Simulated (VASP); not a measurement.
Output of a VASP run:

OSZICAR:
```
       N       E                     dE             d eps       ncg     rms          rms(c)
DAV:   1     0.773319141956E+02    0.77332E+02   -0.46446E+03  8800   0.943E+02
DAV:   2    -0.130090808249E+02   -0.90341E+02   -0.84809E+02  8764   0.292E+02
DAV:   3    -0.169365594267E+02   -0.39275E+01   -0.37989E+01 10804   0.635E+01
DAV:   4    -0.170063155220E+02   -0.69756E-01   -0.69400E-01  9916   0.817E+00
DAV:   5    -0.170074752562E+02   -0.11597E-02   -0.11596E-02 10048   0.109E+00    0.254E+01
DAV:   6    -0.157240037833E+02    0.12835E+01   -0.56824E+00 11908   0.330E+01    0.981E+00
DAV:   7    -0.156150518410E+02    0.10895E+00   -0.39055E-01 11236   0.968E+00    0.695E+00
DAV:   8    -0.155930576005E+02    0.21994E-01   -0.14955E-02  9232   0.105E+00    0.335E+00
DAV:   9    -0.155843254452E+02    0.87322E-02   -0.52890E-03 10948   0.101E+00    0.192E-01
DAV:  10    -0.155842039208E+02    0.12152E-03   -0.54026E-04 12408   0.262E-01    0.469E-02
DAV:  11    -0.155842118037E+02   -0.78829E-05   -0.33873E-05  9000   0.667E-02    0.166E-02
DAV:  12    -0.155842119936E+02   -0.18993E-06   -0.17228E-06  9672   0.128E-02
   1 F= -.15584212E+02 E0= -.15575889E+02  d E =-.166468E-01  mag=    -0.0000     0.0000    -0.0000
```

OUTCAR:
```
------------------------ aborting loop because EDIFF is reached ----------------------------------------
  FORCE on cell =-STRESS in cart. coord.  units (eV):
  Direction    XX          YY          ZZ          XY          YZ          ZX
  --------------------------------------------------------------------------------------
  Total        2.4527161      2.4542000      2.3919437      0.0015621     -0.0099491     -0.0345087
  in kB      201.4063536    201.5282057    196.4159862      0.1282742     -0.8169773     -2.8337010
  external PRESSURE =     199.7835151 kB  Pullay stress =       0.0000000 kB
  volume of cell :       19.51
      direct lattice vectors                 reciprocal lattice vectors
     2.692123000  0.000000000  0.000000000     0.371454053  0.000000000  0.000000000
     0.000000000  2.692123000  0.000000000     0.000000000  0.371454053  0.000000000
     0.000000000  0.000000000  2.692123000     0.000000000  0.000000000  0.371454053
 POSITION                                       TOTAL-FORCE (eV/Angst)
 -----------------------------------------------------------------------------------
      0.00541      0.00156      2.65710         0.001331      0.000371     -0.021643
      1.34065      1.34450      1.38108        -0.001331     -0.000371      0.021643
 -----------------------------------------------------------------------------------
    total drift:                               -0.000069     -0.000019      0.000203
  FREE ENERGIE OF THE ION-ELECTRON SYSTEM (eV)
  ---------------------------------------------------
  free  energy   TOTEN  =       -15.5842119936 eV

  energy  without entropy=      -15.5675651824  energy(sigma->0) =      -15.57588859

 total charge

# of ion       s       p       d       tot
------------------------------------------
    1        0.678   0.895   7.227   8.799
    2        0.665   1.028   0.000   1.693
--------------------------------------------------
tot          1.343   1.922   7.227  10.492

 magnetization (x)

# of ion       s       p       d       tot
------------------------------------------
    1        0.000   0.000   0.000   0.000
    2       -0.000  -0.000   0.000  -0.000
--------------------------------------------------
tot         -0.000  -0.000   0.000  -0.000

 magnetization (y)

# of ion       s       p       d       tot
------------------------------------------
    1       -0.000   0.000  -0.000  -0.000
    2        0.000   0.000   0.000   0.000
--------------------------------------------------
tot          0.000   0.000  -0.000  -0.000

 magnetization (z)

# of ion       s       p       d       tot
------------------------------------------
    1       -0.000   0.000   0.000   0.000
    2        0.000  -0.000   0.000  -0.000
--------------------------------------------------
tot         -0.000   0.000   0.000   0.000

 Ion:    1  E_soc:     -0.6878172

 Ion:    2  E_soc:     -0.0000965
```
(Selected blocks of OUTCAR.)

### POSCAR
```
BIr
1
    2.6921230000     0.0000000000     0.0000000000
    0.0000000000     2.6921230000     0.0000000000
    0.0000000000     0.0000000000     2.6921230000
Ir B
1 1
Direct
  0.0020090000   0.0005790000  -0.0130090000
  0.4979910000   0.4994210000   0.5130090000
```

Problem. Write an INCAR and KPOINTS that could have produced this output.

Solution. One answer among several that fit: the input of the run itself, PBE GGA with spin-orbit coupling, plane waves, VASP's PBE PAW potentials (set 64).

### KPOINTS
```
Automatic mesh
0
Gamma
6 6 6
0 0 0
```

INCAR:
```
ALGO = Normal
EDIFF = 1E-6
ENCUT = 400
GGA = PE
GGA_COMPAT = .FALSE.
ISIF = 2
ISMEAR = 0
LASPH = .TRUE.
LCHARG = .FALSE.
LMAXMIX = 6
LNONCOLLINEAR = .TRUE.
LORBIT = 11
LREAL = .FALSE.
LSORBIT = .TRUE.
LWAVE = .FALSE.
MAGMOM = 6*0.0
NELM = 100
PREC = Accurate
SIGMA = 0.272
SYSTEM = BIr
```

POTCAR, in this order: Ir B (PBE.64 set). Program: vasp_ncl.

At this cut-off the stress carries a Pulay error, which pulls relaxed volumes low.

The structure was generated: BIr was put into an ordered model structure, which need not be its known phase. The cell was not relaxed at this level, atoms are displaced from their ideal sites. The k-mesh is coarse (spacing up to 0.39 per Å, 2π included), so the numbers may not be converged in it. The run is one of a series of settings (GGA_COMPAT = .FALSE., LNONCOLLINEAR = .TRUE., LSORBIT = .TRUE., MAGMOM = 0.0 0.0 0.0 0.0 0.0 0.0, program vasp_ncl against the base run), some of them coarse on purpose.
